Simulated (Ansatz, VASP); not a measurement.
# Cross-check of Mo2SNO (Mo2NOS MXene bilayer, like faces together) between VASP and Ansatz, part 2 of 2

One calculation is typed for both programs; each brings its own data sets. How far apart do they land? The structure shown is the start of the Ansatz relaxation below; VASP solves that cell, so the two are compared at the walk's first step.

VASP 6.6.1 and Ansatz 0.2.0.

So far: The starting structure; Ansatz: relaxation, PBEsol with D3(BJ).

## 3. VASP: single point, PBEsol with D3(BJ), start cell

Level of this step: PBEsol with D3(BJ), zero-moment start; plane waves and PAW (S, Mo_sv, N, O) (VASP).

The same cell, functional, mesh and smearing now go to VASP, with its own data sets.

Lines of VASP's logs that name or quote its potential files are left out, and so is its time.

The input, INCAR:

```
SYSTEM = Mo2SNO
PREC = Accurate
ENCUT = 520
EDIFF = 1E-06
NELM = 200
ISMEAR = -1
SIGMA = 0.05
LREAL = .FALSE.
ALGO = Normal
GGA = PS
IVDW = 12
NBANDS = 60
ISPIN = 2
MAGMOM = -0 -0 0 0 0 0 0 0 -0 -0
LASPH = .TRUE.
LMAXMIX = 4
LORBIT = 11
LWAVE = .FALSE.
LCHARG = .FALSE.
ISIF = 2
LDIPOL = .TRUE.
IDIPOL = 3
DIPOL = 0.5 0.5 0.5
LVHAR = .TRUE.
GGA_COMPAT = .FALSE.
NELMDL = -8
KPAR = 2
```

The input, POSCAR:

```
Mo2SNO
1.0
    2.9532360000      0.0000000000      0.0000000000
   -1.4766180000      2.5575770000      0.0000000000
    0.0000000000      0.0000000000     57.6024500000
S Mo N O
2 4 2 2
Direct
    0.3333334637      0.6666669273      0.3845322551
    0.6666667318      0.3333334637      0.6154677449
    0.6666667318      0.3333334637      0.4147357795
    0.3333334637      0.6666669273      0.4551947704
    0.0000000000      0.0000000000      0.5852642205
    0.6666667318      0.3333334637      0.5448052296
    0.0000000000      0.0000000000      0.4349652836
    0.3333334637      0.6666669273      0.5650347338
    0.6666667318      0.3333334637      0.4748274596
    0.0000000000      0.0000000000      0.5251725404
```

The input, KPOINTS:

```
Automatic mesh
0
Gamma
12 12 1
0 0 0
```

PAW data sets: S, Mo_sv, N and O (PBE family, release 64).

Launch:

```
$ mpirun -np 2 vasp_std
```

Numbers of over 12 decimals in the logs are rounded to 6 here.

The log of the run:

```text
[banner, memory and clock lines left out]
running    2 mpi-ranks, on    1 nodes
 distrk:  each k-point on    1 cores,    2 groups
 distr:  one band on    1 cores,    1 groups

 POSCAR found type information on POSCAR S MoN O
 POSCAR found :  4 types and      10 ions
|                                                                             |
|               ----> ADVICE to this user running VASP <----                  |
|                                                                             |
|     You enforced a specific xc type in the INCAR file but a different       |
|     [... a line on the potential file left out ...]
|     I HOPE YOU KNOW WHAT YOU ARE DOING!                                     |
|                                                                             |

 LDA part: xc-table for (Slater+PW92), standard interpolation
|                                                                             |
|           W    W    AA    RRRRR   N    N  II  N    N   GGGG   !!!           |
|           W    W   A  A   R    R  NN   N  II  NN   N  G    G  !!!           |
|           W    W  A    A  R    R  N N  N  II  N N  N  G       !!!           |
|           W WW W  AAAAAA  RRRRR   N  N N  II  N  N N  G  GGG   !            |
|           WW  WW  A    A  R   R   N   NN  II  N   NN  G    G                |
|           W    W  A    A  R    R  N    N  II  N    N   GGGG   !!!           |
|                                                                             |
|     One of the lattice vectors is very long (>50 A), but AMIN is rather     |
|     large. This can spoil convergence since charge sloshing might occur     |
|     along the long lattice vector. If problems with convergence are         |
|     observed, try to decrease AMIN to a smaller value (e.g. 0.01).          |
|     Note: This warning only applies if the self-consistency cycle is        |
|     used.                                                                   |
|                                                                             |

 POSCAR, INCAR and KPOINTS ok, starting setup
 FFT: planning ... GRIDC
 FFT: planning ... GRID_SOFT
 FFT: planning ... GRID
 WAVECAR not read
 entering main loop
       N       E                     dE             d eps       ncg     rms          rms(c)
DAV:   1     0.856716116573E+03    0.85672E+03   -0.50309E+04  5840   0.127E+03
DAV:   2    -0.336008757797E+02   -0.89032E+03   -0.86831E+03  5784   0.350E+02
DAV:   3    -0.100558705627E+03   -0.66958E+02   -0.64801E+02  5376   0.893E+01
DAV:   4    -0.102903986045E+03   -0.23453E+01   -0.22907E+01  5800   0.161E+01
DAV:   5    -0.102964514478E+03   -0.60528E-01   -0.60214E-01  5600   0.238E+00
DAV:   6    -0.102966415969E+03   -0.19015E-02   -0.18994E-02  5720   0.421E-01
DAV:   7    -0.102966489304E+03   -0.73335E-04   -0.73308E-04  5460   0.745E-02
DAV:   8    -0.102966492309E+03   -0.30058E-05   -0.30050E-05  5060   0.147E-02    0.758E+01
DAV:   9    -0.923462906820E+02    0.10620E+02   -0.67948E+01  4980   0.401E+01    0.229E+01
DAV:  10    -0.992206308730E+02   -0.68743E+01   -0.43286E+01  5408   0.308E+01    0.251E+01
DAV:  11    -0.104400242602E+03   -0.51796E+01   -0.14070E+02  5604   0.385E+01    0.354E+01
DAV:  12    -0.935290958219E+02    0.10871E+02   -0.63903E+01  5512   0.178E+01    0.117E+01
DAV:  13    -0.169104732141E+03   -0.75576E+02   -0.37483E+02  6096   0.248E+01    0.607E+01
DAV:  14    -0.100889301952E+03    0.68215E+02   -0.99341E+01  5620   0.152E+01    0.204E+01
[...]
DAV:  39    -0.903663592429E+02    0.12069E-03   -0.26943E-04  5220   0.377E-02    0.157E-01
DAV:  40    -0.903663418018E+02    0.17441E-04   -0.38286E-05  4836   0.177E-02    0.122E-01
DAV:  41    -0.903663395408E+02    0.22610E-05   -0.15674E-05  4796   0.108E-02    0.985E-02
DAV:  42    -0.903663438822E+02   -0.43413E-05   -0.18024E-05  4572   0.103E-02    0.812E-02
DAV:  43    -0.903663569363E+02   -0.13054E-04   -0.37610E-06  4336   0.805E-03    0.774E-02
DAV:  44    -0.903663741252E+02   -0.17189E-04   -0.81040E-06  4132   0.866E-03    0.671E-02
DAV:  45    -0.903663793896E+02   -0.52643E-05   -0.98387E-07  3268   0.466E-03    0.559E-02
DAV:  46    -0.903663790809E+02    0.30868E-06   -0.32485E-06  3700   0.519E-03
   1 F= -.93364766E+02 E0= -.93331888E+02  d E =-.657553E-01  mag=    -0.0006
```

OUTCAR, selected parts (step 3):

```text
ion  position               nearest neighbor table
   1  0.333  0.667  0.385-   3 2.44   3 2.44   3 2.44
   2  0.667  0.333  0.615-   5 2.44   5 2.44   5 2.44
   3  0.667  0.333  0.415-   7 2.07   7 2.07   7 2.07   1 2.44   1 2.44   1 2.44   4 2.89   4 2.89
                             4 2.89
   4  0.333  0.667  0.455-   9 2.05   9 2.05   9 2.05   7 2.07   7 2.07   7 2.07   3 2.89   3 2.89
                             3 2.89
   5  0.000  0.000  0.585-   8 2.07   8 2.07   8 2.07   2 2.44   2 2.44   2 2.44   6 2.89   6 2.89
                             6 2.89
   6  0.667  0.333  0.545-  10 2.05  10 2.05  10 2.05   8 2.07   8 2.07   8 2.07   5 2.89   5 2.89
                             5 2.89
   7  0.000  0.000  0.435-   4 2.07   4 2.07   3 2.07   4 2.07   3 2.07   3 2.07
   8  0.333  0.667  0.565-   5 2.07   5 2.07   6 2.07   5 2.07   6 2.07   6 2.07
   9  0.667  0.333  0.475-   4 2.05   4 2.05   4 2.05
  10  0.000  0.000  0.525-   6 2.05   6 2.05   6 2.05

  LATTYP: Found a hexagonal cell.
 ALAT       =     2.9532360000
 C/A-ratio  =    19.5048583994

 Subroutine GETGRP returns: Found  6 space group operations
 (whereof  6 operations were pure point group operations)

The static configuration has the point symmetry C_3v.

 Found     19 irreducible k-points:

   k-points           NKPTS =     19   k-points in BZ     NKDIM =     19   number of bands    NBANDS=     60

   dimension x,y,z NGX =    24 NGY =   24 NGZ =  432
   dimension x,y,z NGXF=    48 NGYF=   48 NGZF=  864

   ENCUT  =  520.0 eV  38.22 Ry    6.18 a.u.   5.49  5.49107.10*2*pi/ulx,y,z

   NELECT =      90.0000    total number of electrons

 k-points in reciprocal lattice and weights: Automatic mesh
   0.00000000  0.00000000  0.00000000       0.007
   0.08333333 -0.00000000  0.00000000       0.042
   0.16666667  0.00000000  0.00000000       0.042
   0.25000000  0.00000000  0.00000000       0.042
   0.33333333  0.00000000  0.00000000       0.042
   0.41666667 -0.00000000  0.00000000       0.042
   0.50000000  0.00000000  0.00000000       0.021
   0.08333333  0.08333333  0.00000000       0.042
   0.16666667  0.08333333  0.00000000       0.083
[...]
0.33333333  0.25000000  0.00000000       0.083
   0.33333333  0.33333333  0.00000000       0.014

 dipolmoment           0.000000      0.000000     -0.000397 electrons x Angstroem

 average (electrostatic) potential at core
       1 -92.9158       2 -92.9165       3 -83.1592       4 -83.6713       5 -83.1573
       6 -83.6691       7 -71.7535       8 -71.7504       9 -77.1090      10 -77.1061

 E-fermi :  -0.7119

 spin component 1
 k-point     1 :       0.0000    0.0000    0.0000
  band No.  band energies     occupation
    ...
     46      -1.7050      1.00000
     47      -0.7781      0.78978
     48      -0.7781      0.78978
     49      -0.7754      0.78076
     50      -0.7754      0.78076
     51      -0.2095      0.00004
     52      -0.1679      0.00002
     53       1.4427      0.00000
     54       1.4427      0.00000
     55       1.4495      0.00000
    ...

 k-point     2 :       0.0833   -0.0000    0.0000
  band No.  band energies     occupation
    ...
     44      -1.4901      1.00000
     45      -1.4841      1.00000
     46      -1.4832      1.00000
     47      -0.7960      0.84306
     48      -0.7692      0.75879
     49      -0.6925      0.40414
     50      -0.6903      0.39336
     51       0.0229      0.00000
     52       0.0486      0.00000
     53       1.1444      0.00000
    ...

 k-point     3 :       0.1667    0.0000    0.0000
  band No.  band energies     occupation
    ...
     44      -1.4190      1.00000
     45      -1.3568      1.00000
     46      -1.2415      0.99997
     47      -0.8274      0.90966
     48      -0.8221      0.90053
     49      -0.1494      0.00001
     50      -0.1466      0.00001
     51       0.3639      0.00000
     52       0.4235      0.00000
     53       1.0807      0.00000
    ...

 k-point     4 :       0.2500    0.0000    0.0000
  band No.  band energies     occupation
    ...
     44      -1.3026      0.99999
     45      -1.1661      0.99989
     46      -1.1465      0.99983
     47      -0.8373      0.92463
     48      -0.7989      0.85061
     49       0.4329      0.00000
     50       0.4814      0.00000
     51       0.4858      0.00000
     52       0.5082      0.00000
     53       1.3967      0.00000
    ...

 k-point     5 :       0.3333    0.0000    0.0000
  band No.  band energies     occupation
    ...
     42      -2.7900      1.00000
     43      -1.1058      0.99962
     44      -1.0907      0.99949
     45      -0.7887      0.82291
     46      -0.7858      0.81425
     47      -0.4959      0.01313
     48      -0.4567      0.00603
     49       0.6127      0.00000
     50       0.6467      0.00000
     51       0.7613      0.00000
    ...

 k-point     6 :       0.4167   -0.0000    0.0000
  band No.  band energies     occupation
    ...
     40      -4.0134      1.00000
     41      -2.7500      1.00000
     42      -2.7472      1.00000
     43      -1.1947      0.99994
     44      -1.1861      0.99992
     45      -0.1610      0.00002
     46      -0.1587      0.00002
     47       0.1608      0.00000
     48       0.1761      0.00000
     49       0.8669      0.00000
    ...

 Edisp (eV)   -2.99839

  Total      10.38396    10.38396     5.50050     0.00000     0.00000    -0.00000
  in kB      38.23894    38.23893    20.25560     0.00000     0.00000    -0.00000
  external pressure =       32.24 kB  Pullay stress =        0.00 kB

  energy-cutoff  :      520.00
  volume of cell :      435.08
      direct lattice vectors                 reciprocal lattice vectors
     2.953236000  0.000000000  0.000000000     0.338611611  0.195497535  0.000000000
    -1.476618000  2.557577000  0.000000000     0.000000000  0.390995071  0.000000000
     0.000000000  0.000000000 57.602450000     0.000000000  0.000000000  0.017360373

 POSITION                                       TOTAL-FORCE (eV/Angst)
 -----------------------------------------------------------------------------------
      0.00000      1.70505     22.15000        -0.000000     -0.000000      0.965360
      1.47662      0.85253     35.45245         0.000000     -0.000000     -0.960182
      1.47662      0.85253     23.88980        -0.000000     -0.000000     -3.226810
      0.00000      1.70505     26.22033         0.000000      0.000000      1.969167
      0.00000      0.00000     33.71265        -0.000000     -0.000000      3.220177
      1.47662      0.85253     31.38212         0.000000      0.000000     -1.975315
      0.00000      0.00000     25.05507         0.000000     -0.000000      0.368320
      0.00000      1.70505     32.54739         0.000000      0.000000     -0.368419
      1.47662      0.85253     27.35123        -0.000000     -0.000000      0.092375
      0.00000      0.00000     30.25122         0.000000     -0.000000     -0.084674
 -----------------------------------------------------------------------------------
    total drift:                                0.000000     -0.003313      0.000929

  FREE ENERGIE OF THE ION-ELECTRON SYSTEM (eV)
  ---------------------------------------------------
  free  energy   TOTEN  =       -93.3647655587 eV

  energy  without entropy=      -93.2990102534  energy(sigma->0) =      -93.33188791

 vacuum level on the upper side and lower side of the slab         4.188         4.197

 total charge
# of ion       s       p       d       tot
------------------------------------------
    1        1.370   2.296   0.000   3.666
    2        1.370   2.297   0.000   3.666
    3        2.301   6.256   4.131  12.687
    4        2.302   6.272   4.003  12.577
    5        2.301   6.256   4.128  12.685
    6        2.302   6.272   3.998  12.572
    7        1.245   2.576   0.000   3.821
    8        1.245   2.575   0.000   3.820
    9        1.576   3.400   0.000   4.976
   10        1.576   3.400   0.000   4.975
--------------------------------------------------
tot         17.587  41.598  16.260  75.445

 magnetization (x)
# of ion       s       p       d       tot
------------------------------------------
    1        0.000   0.000   0.000   0.000
    2       -0.000   0.000   0.000   0.000
    3       -0.000  -0.000  -0.000  -0.000
    4       -0.000  -0.000  -0.000  -0.000
    5       -0.000  -0.000  -0.000  -0.000
    6       -0.000  -0.000  -0.000  -0.000
    7       -0.000  -0.000   0.000  -0.000
    8       -0.000  -0.000   0.000  -0.000
    9        0.000  -0.000   0.000  -0.000
   10        0.000  -0.000   0.000   0.000
--------------------------------------------------
tot         -0.000  -0.000  -0.000  -0.000

[... 6 further parts left out ...]
```

This run allows spin, but its moments start at zero, where symmetry between the spins tends to hold them, although Mo can carry a moment.

## 4. Differences

Known differences besides the potentials themselves: Ansatz cuts the interaction across the vacuum, VASP repeats the sheet with a dipole correction; the cutoff is 420 eV in Ansatz and 520 eV in VASP; Ansatz makes its cores anew for this functional, VASP keeps those of its PBE data sets. Total energies have different zeros and are not compared.

Forces (eV/Å; atoms numbered as in POSCAR):

```
atom        Ansatz x, y, z          VASP x, y, z
  S1   0.000, 0.000, 0.963   0.000, 0.000, 0.965
  S2  0.000, 0.000, -0.963  0.000, 0.000, -0.960
 Mo3  0.000, 0.000, -3.171  0.000, 0.000, -3.227
 Mo4   0.000, 0.000, 1.963   0.000, 0.000, 1.969
 Mo5   0.000, 0.000, 3.170   0.000, 0.000, 3.220
 Mo6  0.000, 0.000, -1.968  0.000, 0.000, -1.975
  N7   0.000, 0.000, 0.366   0.000, 0.000, 0.368
  N8  0.000, 0.000, -0.367  0.000, 0.000, -0.368
  O9   0.000, 0.000, 0.048   0.000, 0.000, 0.092
 O10  0.000, 0.000, -0.042  0.000, 0.000, -0.085
```

The forces differ by 18 meV/Å r.m.s., which is 1.8 % of the r.m.s. force of 1.012 eV/Å (both taken over all components). VASP's last cycles still show a density residual of 6e-03, so its state may not be settled. Moments aren't recorded for both runs of this pair, so they may hold unlike magnetic states. With vacuum in the cell, a pressure given here is an average over mostly empty space and none of the material.

## 5. What came out

| Quantity | Value |
| --- | --- |
| r.m.s. force difference (single point, PBEsol with D3(BJ), start cell) | 1.8 % of the r.m.s. force |

What this shows: The r.m.s. force difference is 1.8 % of the r.m.s. force (single point, PBEsol with D3(BJ), start cell), within the 3 % picked in this series as the mark of a large difference. 1 further run of this series is not shown here. Such differences can come from data sets, numerical settings and the points named under the comparisons, not from the functional's error against experiment.

[Lines on the potential files, build, host, timing and source positions are cut from VASP's logs without a mark.]

[Logs are printed without paths, hosts, clocks, repeated set-up lines and the standing remarks that a program may print on its own settings, such as how far it seeks lower states.]

[Hosts, paths, dates, database ids (printed as entryN), source tags and the programs' standing remarks are cut or masked in the printed files.]
